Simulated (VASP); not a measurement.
An input for Ansatz (written as the equivalent of a VASP run, and not itself run):

Ansatz 0.2 input:
```yaml
crystal:
  lattice:
    - [1.6383363, -2.8376815, 0.0000000]
    - [1.6383363, 2.8376815, 0.0000000]
    - [0.0000000, 0.0000000, 5.0826625]
  atoms:
    - { symbol: Sc, position: [0.3333330, 0.6666670, 0.2500000] }
    - { symbol: Sc, position: [0.6666670, 0.3333330, 0.7500000] }
kpoints:
  mp_grid: { grid: [12, 12, 8] }
hamiltonian:
  xc: pbesol
  pseudopotentials: { kind: paw }
scf:
  occupations: { method: methfessel_paxton, width: 0.1 }
  max_iter: 100
output: { forces: true, stress: true, eigenvalues: true }
```

Question: Translate this input to VASP (INCAR, KPOINTS, POSCAR, choice of POTCAR).

Answer: Several could match; the one computed here: 
### KPOINTS
```
Automatic mesh
0
Gamma
12 12 8
0 0 0
```

### INCAR
```
SYSTEM = Sc
PREC = Accurate
ENCUT = 480
EDIFF = 1E-7
NELM = 100
ALGO = Normal
LREAL = .FALSE.
LASPH = .TRUE.
ISMEAR = 1
SIGMA = 0.1
GGA = PS
LMAXMIX = 4
LWAVE = .FALSE.
LCHARG = .FALSE.
ISIF = 2
```

### POSCAR
```
Sc
1
    1.6383362526    -2.8376815455    -0.0000000000
    1.6383362526     2.8376815455     0.0000000000
   -0.0000000000     0.0000000000     5.0826625350
Sc
2
Direct
  0.3333330000   0.6666670000   0.2500000000
  0.6666670000   0.3333330000   0.7500000000
```

POTCAR, in this order: Sc_sv (PBE.64 set). Program: vasp_std.

Limits of the translation: each code has its own PAW files, so the cut-off isn't converted (ENCUT is set for VASP's; basis.ecutwfc is left out, and Ansatz then takes the one that its files recommend); Ansatz stops its SCF on the density residual and VASP on the energy change (EDIFF).

The compound is Sc in the hcp structure. It was relaxed first, which changed the volume by -5 %.
